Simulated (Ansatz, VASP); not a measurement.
# PtSe2 in two plane-wave programs, part 2 of 2

Aim: how closely do two programs agree when they are given the same cell, functional and k mesh? The cell is taken from a series of runs on this material, whose earlier steps may have relaxed, scaled, displaced or heated it; both programs get it as it stands.

VASP 6.6.1 and Ansatz 0.2.0.

So far: Starting point; Ansatz: relaxation of cell and atoms, BLYP with D3(BJ); VASP: relaxation of cell and atoms, BLYP with D3(BJ).

### Step 3. VASP: relaxation of cell and atoms, BLYP with D3(BJ) (continued)

Level of this step: BLYP with D3(BJ); plane waves and PAW (Pt, Se) (VASP).

Numbers of over 12 decimals in the logs are rounded to 6 here.

Parts of OUTCAR (step 3):

```text
ion  position               nearest neighbor table
   1  0.000  0.000  0.000-   2 2.51   2 2.51   2 2.51   3 2.51   3 2.51   3 2.51
   2  0.333  0.667  0.255-   1 2.51   1 2.51   1 2.51
   3  0.667  0.333  0.745-   1 2.51   1 2.51   1 2.51

  LATTYP: Found a hexagonal cell.
 ALAT       =     3.7278000000
 C/A-ratio  =     1.3496700467

 Subroutine GETGRP returns: Found 12 space group operations
 (whereof 12 operations were pure point group operations)

The static configuration has the point symmetry D_3d.

 Found    131 irreducible k-points:

   k-points           NKPTS =    131   k-points in BZ     NKDIM =    131   number of bands    NBANDS=     17

   dimension x,y,z NGX =    28 NGY =   28 NGZ =   40
   dimension x,y,z NGXF=    56 NGYF=   56 NGZF=   80

   ENCUT  =  500.0 eV  36.75 Ry    6.06 a.u.   6.80  6.80  9.17*2*pi/ulx,y,z

   NELECT =      22.0000    total number of electrons

 k-points in reciprocal lattice and weights: Automatic mesh
   0.00000000  0.00000000  0.00000000       0.001
   0.08333333 -0.00000000  0.00000000       0.005
   0.16666667  0.00000000  0.00000000       0.005
   0.25000000 -0.00000000  0.00000000       0.005
   0.33333333  0.00000000  0.00000000       0.005
   0.41666667 -0.00000000  0.00000000       0.005
   0.50000000 -0.00000000  0.00000000       0.003
   0.08333333  0.08333333  0.00000000       0.005
   0.16666667  0.08333333  0.00000000       0.010
[...]
0.33333333  0.25000000  0.50000000       0.010
   0.33333333  0.33333333  0.50000000       0.002

 Edisp (eV)   -3.29395

 average (electrostatic) potential at core
       1 -68.3343       2 -52.4131       3 -52.4131

 E-fermi :   6.9371

 k-point     1 :       0.0000    0.0000    0.0000
  band No.  band energies     occupation
    ...
      6       3.3281      2.00000
      7       3.3281      2.00000
      8       4.5230      2.00000
      9       5.9959      2.00000
     10       5.9959      2.00000
     11       7.6869      0.00000
     12       7.8769      0.00000
     13       7.8769      0.00000
     14      10.6611      0.00000
     15      10.9690      0.00000
    ...

 k-point     2 :       0.0833   -0.0000    0.0000
  band No.  band energies     occupation
    ...
      6       3.2325      2.00000
      7       3.2767      2.00000
      8       4.3716      2.00000
      9       5.6554      2.00000
     10       5.8646      2.00000
     11       7.0068      0.32446
     12       7.9955      0.00000
     13       8.4148      0.00000
     14      11.0734      0.00000
     15      11.4020      0.00000
    ...

 k-point     3 :       0.1667    0.0000    0.0000
  band No.  band energies     occupation
    ...
      7       3.1556      2.00000
      8       3.9656      2.00000
      9       5.1780      2.00000
     10       5.5226      2.00000
     11       6.2763      2.00000
     12       8.2961      0.00000
     13       8.6661      0.00000
     14      11.9377      0.00000
     15      12.2183      0.00000
     16      13.9366      0.00000
    ...

 Edisp (eV)   -3.29318

  Total      -0.00399    -0.00399     0.00739     0.00000    -0.00000     0.00000
  in kB      -0.10608    -0.10608     0.19647     0.00000    -0.00000     0.00000
  external pressure =       -0.01 kB  Pullay stress =        0.00 kB

  energy-cutoff  :      500.00
  volume of cell :       60.26
      direct lattice vectors                 reciprocal lattice vectors
     3.795288171  0.000000000  0.000000000     0.263484604  0.152122883 -0.000000000
    -1.897644086  3.286816498 -0.000000000    -0.000000000  0.304245765 -0.000000000
     0.000000000  0.000000000  4.830837642    -0.000000000  0.000000000  0.207003438

 POSITION                                       TOTAL-FORCE (eV/Angst)
 -----------------------------------------------------------------------------------
      0.00000      0.00000      0.00000         0.000000     -0.000000      0.000000
      0.00000      2.19121      1.30673        -0.000000     -0.000000     -0.001519
      1.89764      1.09561      3.52411         0.000000      0.000000      0.001519
 -----------------------------------------------------------------------------------
    total drift:                                0.000000      0.000331      0.000320

  FREE ENERGIE OF THE ION-ELECTRON SYSTEM (eV)
  ---------------------------------------------------
  free  energy   TOTEN  =       -15.1707232425 eV

  energy  without entropy=      -15.1668510027  energy(sigma->0) =      -15.16878712

 reached required accuracy - stopping structural energy minimisation

 total charge
# of ion       s       p       d       tot
------------------------------------------
    1        0.661   0.614   8.041   9.317
    2        1.502   2.232   0.065   3.799
    3        1.502   2.232   0.065   3.799
--------------------------------------------------
tot          3.666   5.078   8.171  16.915

[... 3 further parts left out ...]
```

CONTCAR:

```
PtSe2
   1.00000000000000
     3.7952881711094602    0.0000000000000000    0.0000000000000000
    -1.8976440855547301    3.2868164976481649   -0.0000000000000000
     0.0000000000000000    0.0000000000000001    4.8308376415867311
  Pt              Se
     1     2
Direct
     0.0000000000000000    0.0000000000000000    0.0000000000000000
     0.3333332301000027    0.6666664601999983    0.2704977003789020
     0.6666666149999969    0.3333332301000027    0.7295021008210958
```

### Step 4. Comparison

Known differences besides the potentials themselves: the data sets hold 50 valence electrons in Ansatz (on its default PAW (the set named soft_2) files) and 22 in VASP; the cutoff is 420 eV in Ansatz and 500 eV in VASP; Ansatz makes its cores anew for this functional, VASP keeps those of its PBE data sets; VASP's log shows a relativistic correction to its local exchange, Ansatz's none; Ansatz adds a Pulay correction to the stress that steers its cell, VASP none. Total energies have different zeros and are not compared.

The two programs side by side:

```tsv
quantity	Ansatz	VASP	difference
volume (Å³)	60.05	60.26	-0.36 %
edge a after relaxation, in the typed setting (Å)	3.789	3.795	-0.16 %
edge c after relaxation, in the typed setting (Å)	4.829	4.831	-0.04 %
```

### Step 5. Summary of results

```json
{"difference in volume (relaxation of cell and atoms, BLYP with D3(BJ))": "-0.36 %"}
```

**Reading.** The difference in volume is -0.36 % (relaxation of cell and atoms, BLYP with D3(BJ)), within the 1.2 % picked in this series as the mark of a large difference, as far as the stopping tolerances let one tell. The data sets hold unlike numbers of valence electrons (50 in Ansatz and 22 in VASP), so part of the differences comes from the potentials. Such differences can come from data sets, numerical settings and the points named under the comparisons, not from the functional's error against experiment.

[Lines on the potential files, build, host, timing and source positions are cut from VASP's logs without a mark.]

[Logs are printed without paths, hosts, clocks, repeated set-up lines and the standing remarks that a program may print on its own settings, such as how far it seeks lower states.]

[Hosts, paths, dates, database ids (printed as entryN), source tags and the programs' standing remarks are cut or masked in the printed files.]
